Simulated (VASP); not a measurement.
Data:

```xyz
3
Lattice="1.7468 -3.0256 0.0000 1.7468 3.0256 0.0000 0.0000 0.0000 5.9187" Properties=species:S:1:pos:R:3 pbc="T T T"
Ti     0.0000     0.0000     5.9187
Se     1.7468     1.0085     1.5494
Se     1.7468    -1.0085     4.3693
```

Level of theory: vdW-DF-cx, VASP's PBE PAW potentials (set 64) (plane waves; VASP 6.6.1). Numerical set-up: 520 eV cut-off, 11×11×6 Γ-centred mesh, tetrahedra with Blöchl corrections, potentials Ti_sv Se.

The cores are frozen, which limits the accuracy of field gradients.

Task: Give the principal components of the electric field gradient (V/Å²) and the asymmetry η at each nucleus.

Result: 
```json
[
 {"atom": "Ti1", "Vxx": "12.7", "Vyy": "12.7", "Vzz": "-25.5", "η": "0.00"},
 {"atom": "Se2", "Vxx": "10.4", "Vyy": "10.4", "Vzz": "-20.7", "η": "0.00"},
 {"atom": "Se3", "Vxx": "10.4", "Vyy": "10.4", "Vzz": "-20.7", "η": "0.00"}
]
```

The compound is TiSe2 in the 1T layered structure. It was relaxed first.
